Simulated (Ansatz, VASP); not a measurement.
# Cross-check of Ta2NO2 between VASP and Ansatz, part 2 of 2

Wanted: the spread between two codes on one cell, functional and k mesh. The cell is taken from a series of runs on this material, whose earlier steps may have relaxed, scaled, displaced or heated it; both programs get it as it stands.

VASP 6.6.1 and Ansatz 0.2.0.

So far. Step 4 (Differences): The forces differ by 24 meV/Å r.m.s., which is 3.3 % of the r.m.s. force of 0.713 eV/Å (both taken over all components). With vacuum in the cell, a pressure given here is an average over mostly empty space and none of the material.

## 6. Ansatz: single point, PBEsol, pair 2

Level of this step: Ansatz beside VASP: Kohn-Sham DFT, plane waves, PBEsol (Ansatz).

A single point gives forces, pressure and levels at one fixed geometry, so differences don't come from the geometry; what else differs is listed under the comparison. This pair takes another cell of the material, with 10 atoms against 5 for the pair before.

The cell is taken from a series of runs on this material, whose earlier steps may have relaxed, scaled, displaced or heated it; both programs get it as it stands.

input.yaml reads:

```yaml
crystal:
  lattice:
    - [3.1019748692, 0.0, 0.0]
    - [0.0, 5.3727780773, 0.0]
    - [0.0, 0.0, 32.6]
  atoms:
    - { symbol: "N", position: [0.5, 0.5, 0.3067484663] }
    - { symbol: "N", position: [0.0, 0.0, 0.3067484663] }
    - { symbol: Ta, position: [0.0, 0.3275186984, 0.3432628221] }
    - { symbol: Ta, position: [0.5, 0.8391479683, 0.342836828] }
    - { symbol: Ta, position: [0.5, 0.1608520317, 0.2706601046] }
    - { symbol: Ta, position: [1.0, 0.6724813016, 0.2702341104] }
    - { symbol: O, position: [0.5, 0.168778734, 0.3773222856] }
    - { symbol: O, position: [1.0, 0.6645545993, 0.3749691186] }
    - { symbol: O, position: [0.0, 0.3354454007, 0.2385278139] }
    - { symbol: O, position: [0.5, 0.831221266, 0.236174647] }
  periodic: [true, true, false]
kpoints:
  mp_grid: { grid: [12, 8, 1] }
hamiltonian:
  xc: pbesol
scf:
  occupations: { method: methfessel_paxton, width: 0.15 }
output:
  forces: true
  stress: true
  eigenvalues: true
```

Run with:

```sh
$ ansatz run input.yaml --threads 8 --pin off --max-ram 14336MiB --backend cpu --events-out ev --progress --plain --runs-dir out
```

Numbers of over 12 decimals in the logs are rounded to 6 here.

Output:

```text
[...]
Crystal: 10 atoms, lattice volume = 543.319 Å³
Basis set: ecut = 420 eV, 10647 PW (Γ), exchange–correlation on 48×72×450 points (8 copies of the dense FFT grid, shifted against one another)
Bands: 53, of which v1, the nominal top of the filled ones, is band 43 counted from 1 (42 counted from 0)
Symmetry: 4 space group operations
[...]
k-points: 35 of 96
[...]
k-point 0: bands = [... 39 lower, -9.1316, -7.6282, -6.5809, -6.5466, -5.6737, -4.1649, -3.8622, -3.8280, ... 6 higher]
  k-point 1: bands = [... 39 lower, -9.1975, -7.6148, -6.5162, -6.4016, -5.6730, -4.1258, -3.8163, -3.7916, ... 6 higher]
  k-point 2: bands = [... 39 lower, -9.0310, -7.5581, -6.6608, -5.9934, -5.4959, -4.0840, -3.9175, -3.8698, ... 6 higher]
  k-point 34: bands = [... 39 lower, -9.4818, -7.7686, -7.4610, -4.2057, -4.0656, -3.5043, -3.3677, -3.2627, ... 6 higher]
[key lines of the parts left out:]
SCF converged after 7 iterations
Free energy (F): -42235.403881 eV
Fermi energy:    -5.242524 eV
P = ½ c Tr σ = 0.1032 N/m
```

## 7. VASP: single point, PBEsol, pair 2

The same cell, functional, mesh and smearing now go to VASP, with its own data sets.

INCAR reads:

```
SYSTEM = Ta2NO2
PREC = Accurate
ENCUT = 520
EDIFF = 1E-06
NELM = 120
ISMEAR = 1
SIGMA = 0.15
LREAL = .FALSE.
ALGO = Normal
GGA = PS
NBANDS = 49
LASPH = .TRUE.
LORBIT = 11
LWAVE = .FALSE.
LCHARG = .FALSE.
ISIF = 2
LDIPOL = .TRUE.
IDIPOL = 3
DIPOL = 0.5 0.5 0.307
LVHAR = .TRUE.
GGA_COMPAT = .FALSE.
NELMDL = -8
KPAR = 2
```

POSCAR reads:

```
Ta2NO2
1.0
    3.1019748692      0.0000000000      0.0000000000
    0.0000000000      5.3727780773      0.0000000000
    0.0000000000      0.0000000000     32.6000000000
N Ta O
2 4 4
Direct
    0.5000000000      0.5000000000      0.3067484663
    0.0000000000      0.0000000000      0.3067484663
    0.0000000000      0.3275186984      0.3432628221
    0.5000000000      0.8391479683      0.3428368280
    0.5000000000      0.1608520317      0.2706601046
    0.0000000000      0.6724813016      0.2702341104
    0.5000000000      0.1687787340      0.3773222856
    0.0000000000      0.6645545993      0.3749691186
    0.0000000000      0.3354454007      0.2385278139
    0.5000000000      0.8312212660      0.2361746470
```

KPOINTS reads:

```
Automatic mesh
0
Gamma
12 8 1
0 0 0
```

PAW data sets: N, Ta_pv and O (PBE family, release 64).

Run with:

```sh
$ mpirun -np 2 vasp_std
```

Output:

```text
[banner, memory and clock lines left out]
running    2 mpi-ranks, on    1 nodes
[...]
[... a notice as in an earlier step ...]

 LDA part: xc-table for (Slater+PW92), standard interpolation
 POSCAR, INCAR and KPOINTS ok, starting setup
[...]
entering main loop
       N       E                     dE             d eps       ncg     rms          rms(c)
DAV:   1     0.729078112615E+03    0.72908E+03   -0.38866E+04  4270   0.129E+03
DAV:   2    -0.274240818520E+02   -0.75650E+03   -0.73896E+03  4682   0.327E+02
DAV:   3    -0.118483591616E+03   -0.91060E+02   -0.89804E+02  4046   0.113E+02
DAV:   4    -0.121878984558E+03   -0.33954E+01   -0.33637E+01  4508   0.230E+01
[...]
DAV:  27    -0.107390655263E+03   -0.21401E-05   -0.97863E-08  2273   0.940E-04    0.328E-04
DAV:  28    -0.107390656501E+03   -0.12378E-05   -0.62234E-08  2255   0.594E-04    0.214E-04
DAV:  29    -0.107390656925E+03   -0.42441E-06   -0.33441E-08  2153   0.481E-04
   1 F= -.10739066E+03 E0= -.10738837E+03  d E =-.686815E-02
```

Parts of OUTCAR (step 7):

```text
  Total        1.0383725      0.7114379      0.3582103      0.0000000     -0.0566732      0.0000000
  in kB        3.0620267      2.0979388      1.0563161      0.0000000     -0.1671219      0.0000000
  external PRESSURE =       2.0720939 kB  Pullay stress =       0.0000000 kB

 POSITION                                       TOTAL-FORCE (eV/Angst)
 -----------------------------------------------------------------------------------
      1.55099      2.68639     10.00000         0.000000     -0.000000     -0.000000
      0.00000      0.00000     10.00000         0.000000     -0.000000     -0.000000
      0.00000      1.75969     11.19037         0.000000     -0.190311      0.110777
      1.55099      4.50856     11.17648         0.000000      0.178114      0.136419
      1.55099      0.86422      8.82352         0.000000     -0.178114     -0.136419
      0.00000      3.61309      8.80963         0.000000      0.190311     -0.110777
      1.55099      0.90681     12.30071         0.000000      0.010179      0.039668
      0.00000      3.57050     12.22399         0.000000     -0.015072     -0.059398
      0.00000      1.80227      7.77601         0.000000      0.015072      0.059398
      1.55099      4.46597      7.69929         0.000000     -0.010179     -0.039668
 -----------------------------------------------------------------------------------
    total drift:                                0.000000     -0.000007      0.000236

  FREE ENERGIE OF THE ION-ELECTRON SYSTEM (eV)
  ---------------------------------------------------
  free  energy   TOTEN  =      -107.3906569253 eV

  energy  without entropy=     -107.3837887774  energy(sigma->0) =     -107.38836754

[... 3 further parts left out ...]
[key lines of the parts left out:]
E-fermi :  -2.7783
```

The run ends at a pressure of 0.21 GPa, with forces up to 0.22 eV/Å.

## 8. Side by side

What differs besides the data sets and the points named for the pairs above, as far as they apply: the data sets hold 86 valence electrons in Ansatz (on its default PAW (the set named soft_2) files) and 78 in VASP. Total energies have different zeros and are not compared.

Forces (eV/Å; atoms numbered as in POSCAR):

| atom | Ansatz x, y, z | VASP x, y, z |
| --- | --- | --- |
| N1 | 0.000, 0.000, 0.000 | 0.000, 0.000, 0.000 |
| N2 | 0.000, 0.000, 0.000 | 0.000, 0.000, 0.000 |
| Ta3 | 0.000, -0.184, 0.101 | 0.000, -0.190, 0.111 |
| Ta4 | 0.000, 0.172, 0.123 | 0.000, 0.178, 0.136 |
| Ta5 | 0.000, -0.172, -0.123 | 0.000, -0.178, -0.136 |
| Ta6 | 0.000, 0.184, -0.101 | 0.000, 0.190, -0.111 |
| O7 | 0.000, 0.009, -0.025 | 0.000, 0.010, 0.040 |
| O8 | 0.000, -0.014, -0.111 | 0.000, -0.015, -0.059 |
| O9 | 0.000, 0.014, 0.111 | 0.000, 0.015, 0.059 |
| O10 | 0.000, -0.009, 0.025 | 0.000, -0.010, -0.040 |

The forces differ by 22 meV/Å r.m.s., which is 26.3 % of the r.m.s. force of 0.083 eV/Å (both taken over all components). With vacuum in the cell, a pressure given here is an average over mostly empty space and none of the material.

## 9. VASP: single point, PBEsol, pair 3

A single point gives forces, pressure and levels at one fixed geometry, so differences don't come from the geometry; what else differs is listed under the comparison.

INCAR is that of step 7.

POSCAR reads:

```
Ta2NO2
1.0
    3.1019748692      0.0000000000      0.0000000000
    0.0000000000      5.3727780773      0.0000000000
    0.0000000000      0.0000000000     32.6000000000
N Ta O
2 4 4
Direct
    0.5000000000      0.5000000000      0.3067484663
    0.0000000000      0.0000000000      0.3067484663
    0.0000000000      0.3217040634      0.3434758192
    0.5000000000      0.8449626033      0.3426238309
    0.5000000000      0.1550373967      0.2708731017
    0.0000000000      0.6782959366      0.2700211133
    0.5000000000      0.1708908014      0.3784988691
    0.0000000000      0.6624425319      0.3737925352
    0.0000000000      0.3375574681      0.2397043974
    0.5000000000      0.8291091986      0.2349980635
```

KPOINTS is that of step 7.

Run with:

```sh
$ mpirun -np 2 vasp_std
```

Output:

```text
[... set-up lines as in an earlier step ...]
 entering main loop
       N       E                     dE             d eps       ncg     rms          rms(c)
DAV:   1     0.730440317419E+03    0.73044E+03   -0.38857E+04  4262   0.129E+03
DAV:   2    -0.276713049870E+02   -0.75811E+03   -0.74106E+03  4697   0.327E+02
DAV:   3    -0.118417727109E+03   -0.90746E+02   -0.89472E+02  4055   0.113E+02
DAV:   4    -0.121797583321E+03   -0.33799E+01   -0.33489E+01  4508   0.230E+01
[...]
DAV:  27    -0.107420376835E+03   -0.42155E-05   -0.22519E-07  2328   0.101E-03    0.374E-04
DAV:  28    -0.107420378042E+03   -0.12072E-05   -0.54132E-08  2178   0.676E-04    0.136E-04
DAV:  29    -0.107420378948E+03   -0.90576E-06   -0.53076E-08  2092   0.720E-04
   1 F= -.10742038E+03 E0= -.10741903E+03  d E =-.405166E-02
```

From OUTCAR (step 9):

```text
  Total        1.5257700      0.4810619      0.3308063      0.0000000     -0.3314523      0.0000000
  in kB        4.4992993      1.4185895      0.9755050      0.0000000     -0.9774103      0.0000000
  external PRESSURE =       2.2977979 kB  Pullay stress =       0.0000000 kB

 POSITION                                       TOTAL-FORCE (eV/Angst)
 -----------------------------------------------------------------------------------
      1.55099      2.68639     10.00000         0.000000      0.000000      0.000000
      0.00000      0.00000     10.00000         0.000000      0.000000      0.000000
      0.00000      1.72844     11.19731         0.000000      0.002579      0.202756
      1.55099      4.53980     11.16954         0.000000     -0.017365      0.462352
      1.55099      0.83298      8.83046         0.000000      0.017365     -0.462352
      0.00000      3.64433      8.80269         0.000000     -0.002579     -0.202756
      1.55099      0.91816     12.33906         0.000000     -0.066101     -0.107235
      0.00000      3.55916     12.18564         0.000000      0.002054     -0.134374
      0.00000      1.81362      7.81436         0.000000     -0.002054      0.134374
      1.55099      4.45462      7.66094         0.000000      0.066101      0.107235
 -----------------------------------------------------------------------------------
    total drift:                                0.000000      0.000002      0.000050

  FREE ENERGIE OF THE ION-ELECTRON SYSTEM (eV)
  ---------------------------------------------------
  free  energy   TOTEN  =      -107.4203789476 eV

  energy  without entropy=     -107.4163272903  energy(sigma->0) =     -107.41902840

[... 2 parts as in an earlier step ...]

[... 1 further part left out ...]
[key lines of the parts left out:]
E-fermi :  -2.7607
```

The run ends at a pressure of 0.23 GPa, with forces up to 0.46 eV/Å.

## 10. Ansatz: single point, PBEsol, pair 3

The same cell, functional, mesh and smearing now go to Ansatz, which takes its cutoff from its data sets.

The cell is taken from a series of runs on this material, whose earlier steps may have relaxed, scaled, displaced or heated it; both programs get it as it stands.

input.yaml reads:

```yaml
crystal:
  lattice:
    - [3.1019748692, 0.0, 0.0]
    - [0.0, 5.3727780773, 0.0]
    - [0.0, 0.0, 32.6]
  atoms:
    - { symbol: "N", position: [0.5, 0.5, 0.3067484663] }
    - { symbol: "N", position: [0.0, 0.0, 0.3067484663] }
    - { symbol: Ta, position: [0.0, 0.3217040634, 0.3434758192] }
    - { symbol: Ta, position: [0.5, 0.8449626033, 0.3426238309] }
    - { symbol: Ta, position: [0.5, 0.1550373967, 0.2708731017] }
    - { symbol: Ta, position: [1.0, 0.6782959366, 0.2700211133] }
    - { symbol: O, position: [0.5, 0.1708908014, 0.3784988691] }
    - { symbol: O, position: [1.0, 0.6624425319, 0.3737925352] }
    - { symbol: O, position: [0.0, 0.3375574681, 0.2397043974] }
    - { symbol: O, position: [0.5, 0.8291091986, 0.2349980635] }
  periodic: [true, true, false]
kpoints:
  mp_grid: { grid: [12, 8, 1] }
hamiltonian:
  xc: pbesol
scf:
  occupations: { method: methfessel_paxton, width: 0.15 }
output:
  forces: true
  stress: true
  eigenvalues: true
```

Run with:

```sh
$ ansatz run input.yaml --threads 8 --pin off --max-ram 14336MiB --backend cpu --events-out ev --progress --plain --runs-dir out
```

Output:

```text
[...]
Crystal: 10 atoms, lattice volume = 543.319 Å³
Basis set: ecut = 420 eV, 10647 PW (Γ), exchange–correlation on 48×72×450 points (8 copies of the dense FFT grid, shifted against one another)
Bands: 53, of which v1, the nominal top of the filled ones, is band 43 counted from 1 (42 counted from 0)
Symmetry: 4 space group operations
[...]
k-points: 35 of 96
[...]
k-point 0: bands = [... 39 lower, -9.0769, -7.6737, -6.5845, -6.4482, -5.7000, -4.2646, -3.8804, -3.8488, ... 6 higher]
  k-point 1: bands = [... 39 lower, -9.1249, -7.6580, -6.4336, -6.4165, -5.6929, -4.2187, -3.8959, -3.8449, ... 6 higher]
  k-point 2: bands = [... 39 lower, -8.9796, -7.6052, -6.5922, -6.0480, -5.5118, -4.1686, -4.0371, -3.8007, ... 6 higher]
  k-point 34: bands = [... 39 lower, -9.4080, -7.9402, -7.3134, -4.3040, -4.0474, -3.6193, -3.3121, -3.1709, ... 6 higher]
[key lines of the parts left out:]
SCF converged after 7 iterations
Free energy (F): -42235.432393 eV
Fermi energy:    -5.222896 eV
P = ½ c Tr σ = 0.2320 N/m
```

## 11. Differences

What differs besides the data sets and the points named for the pairs above, as far as they apply: the data sets hold 86 valence electrons in Ansatz (on its default PAW (the set named soft_2) files) and 78 in VASP. Total energies have different zeros and are not compared.

Forces (eV/Å; atoms numbered as in POSCAR):

| atom | Ansatz x, y, z | VASP x, y, z |
| --- | --- | --- |
| N1 | 0.000, 0.000, 0.000 | 0.000, 0.000, 0.000 |
| N2 | 0.000, 0.000, 0.000 | 0.000, 0.000, 0.000 |
| Ta3 | 0.000, -0.002, 0.199 | 0.000, 0.003, 0.203 |
| Ta4 | 0.000, -0.014, 0.445 | 0.000, -0.017, 0.462 |
| Ta5 | 0.000, 0.014, -0.445 | 0.000, 0.017, -0.462 |
| Ta6 | 0.000, 0.002, -0.199 | 0.000, -0.003, -0.203 |
| O7 | 0.000, -0.065, -0.177 | 0.000, -0.066, -0.107 |
| O8 | 0.000, 0.002, -0.185 | 0.000, 0.002, -0.134 |
| O9 | 0.000, -0.002, 0.185 | 0.000, -0.002, 0.134 |
| O10 | 0.000, 0.065, 0.177 | 0.000, 0.066, 0.107 |

The forces differ by 23 meV/Å r.m.s., which is 16.3 % of the r.m.s. force of 0.139 eV/Å (both taken over all components). With vacuum in the cell, a pressure given here is an average over mostly empty space and none of the material.

## 12. Outcome

```
r.m.s. force difference (single point, PBEsol, pair 1) : 3.3 % of the r.m.s. force
r.m.s. force difference (single point, PBEsol, pair 2) : 22 meV/Å
r.m.s. force difference (single point, PBEsol, pair 3) : 23 meV/Å
```

The r.m.s. force difference is 23 meV/Å (single point, PBEsol, pair 3), beyond the 12 meV/Å picked in this series as the mark of a large difference. The data sets hold unlike numbers of valence electrons (43 in Ansatz and 39 in VASP and 86 in Ansatz and 78 in VASP), so part of the differences comes from the potentials. Single point, PBEsol, pair 1, VASP with the data sets N, Ta_sv_GW and O: r.m.s. force difference goes from 24 to 11 meV/Å. What causes the difference of the single point, PBEsol, pair 2 pair stays open here. What causes the difference of the single point, PBEsol, pair 3 pair stays open here. 3 further runs of this series are not shown here. How closely two codes agree says nothing of how well the functional describes the real material.

[Lines on the potential files, build, host, timing and source positions are cut from VASP's logs without a mark.]

[Logs are printed without paths, hosts, clocks, repeated set-up lines and the standing remarks that a program may print on its own settings, such as how far it seeks lower states.]

[Hosts, paths, dates, database ids (printed as entryN), source tags and the programs' standing remarks are cut or masked in the printed files.]
